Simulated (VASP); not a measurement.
Calculation: PBE GGA, VASP's PBE PAW potentials (set 64) (plane waves; VASP).

VASP ran on this input.

### KPOINTS
```
Automatic mesh
0
Gamma
5 5 5
0 0 0
```

**POSCAR**
```
Zr3Sc
1
    0.0000000000     3.8362390000     3.8362390000
    3.8362390000     0.0000000000     3.8362390000
    3.8362390000     3.8362390000     0.0000000000
Sc Zr
1 3
Direct
  0.0000000000   0.0000000000   0.0000000000
  0.5000000000   0.5000000000   0.5000000000
  0.2500000000   0.2500000000   0.2500000000
  0.7500000000   0.7500000000   0.7500000000
```

INCAR:
```
# general
SYSTEM =Zr3Sc
PREC   =Accurate
ENCUT  =300
LREAL  =.False.
LASPH  =.True.

# electronic loop
EDIFF  =1E-6
NELM   =100
ALGO   =Normal
LMAXMIX=4

# smearing
ISMEAR =0
SIGMA  =0.272

# functional
GGA    =PE

# ions
ISIF   =2

# output
LWAVE  =.False.
LCHARG =.False.
```

POTCAR, in this order: Sc_sv Zr_sv (PBE.64 set). Program: vasp_std.

What VASP printed:

OSZICAR:
```
       N       E                     dE             d eps       ncg     rms          rms(c)
DAV:   1     0.461475762523E+03    0.46148E+03   -0.17245E+04   584   0.111E+03
DAV:   2     0.152595347855E+02   -0.44622E+03   -0.44035E+03   664   0.464E+02
DAV:   3    -0.274455541639E+02   -0.42705E+02   -0.40960E+02   984   0.111E+02
DAV:   4    -0.324919157279E+02   -0.50464E+01   -0.48174E+01   872   0.334E+01
DAV:   5    -0.331234007511E+02   -0.63149E+00   -0.62286E+00   928   0.100E+01    0.130E+01
DAV:   6    -0.311011736715E+02    0.20222E+01   -0.61361E+00   792   0.240E+01    0.462E+00
DAV:   7    -0.309144435440E+02    0.18673E+00   -0.35682E+00   960   0.941E+00    0.287E+00
DAV:   8    -0.306947394910E+02    0.21970E+00   -0.12761E+00   800   0.710E+00    0.131E+00
DAV:   9    -0.306912090636E+02    0.35304E-02   -0.83818E-02   864   0.166E+00    0.719E-01
DAV:  10    -0.306898106785E+02    0.13984E-02   -0.14236E-02   860   0.982E-01    0.174E-01
DAV:  11    -0.306892842683E+02    0.52641E-03   -0.33111E-03   900   0.403E-01    0.548E-02
DAV:  12    -0.306892984647E+02   -0.14196E-04   -0.27239E-04   828   0.891E-02    0.278E-02
DAV:  13    -0.306892811461E+02    0.17319E-04   -0.11480E-04   860   0.684E-02    0.553E-03
DAV:  14    -0.306892805111E+02    0.63494E-06   -0.60922E-06   664   0.157E-02
   1 F= -.30689281E+02 E0= -.30496151E+02  d E =-.386259E+00
```

File OUTCAR:
```
------------------------ aborting loop because EDIFF is reached ----------------------------------------
  FORCE on cell =-STRESS in cart. coord.  units (eV):
  Direction    XX          YY          ZZ          XY          YZ          ZX
  --------------------------------------------------------------------------------------
  Total       -8.1464792     -8.1464792     -8.1464792      0.0000000     -0.0000000      0.0000000
  in kB     -115.5935419   -115.5935419   -115.5935419      0.0000000     -0.0000000      0.0000000
  external PRESSURE =    -115.5935419 kB  Pullay stress =       0.0000000 kB
  volume of cell :      112.91
      direct lattice vectors                 reciprocal lattice vectors
     0.000000000  3.836239000  3.836239000    -0.130335988  0.130335988  0.130335988
     3.836239000  0.000000000  3.836239000     0.130335988 -0.130335988  0.130335988
     3.836239000  3.836239000  0.000000000     0.130335988  0.130335988 -0.130335988
 POSITION                                       TOTAL-FORCE (eV/Angst)
 -----------------------------------------------------------------------------------
      0.00000      0.00000      0.00000         0.000000     -0.000000     -0.000000
      3.83624      3.83624      3.83624         0.000000     -0.000000     -0.000000
      1.91812      1.91812      1.91812        -0.000000     -0.000000     -0.000000
      5.75436      5.75436      5.75436         0.000000      0.000000      0.000000
 -----------------------------------------------------------------------------------
    total drift:                                0.000000     -0.000000      0.000000
  FREE ENERGIE OF THE ION-ELECTRON SYSTEM (eV)
  ---------------------------------------------------
  free  energy   TOTEN  =       -30.6892805111 eV

  energy  without entropy=      -30.3030215049  energy(sigma->0) =      -30.49615101
```
(Selected blocks of OUTCAR.)

At this cut-off the stress carries a Pulay error, which pulls relaxed volumes low.

The structure was generated: Zr3Sc was put into an ordered model structure, which need not be its known phase. The cell was not relaxed at this level. The electron count is odd and the run is not spin-polarised, which forces a metal. VASP warned that the highest band is occupied, so more bands are needed.
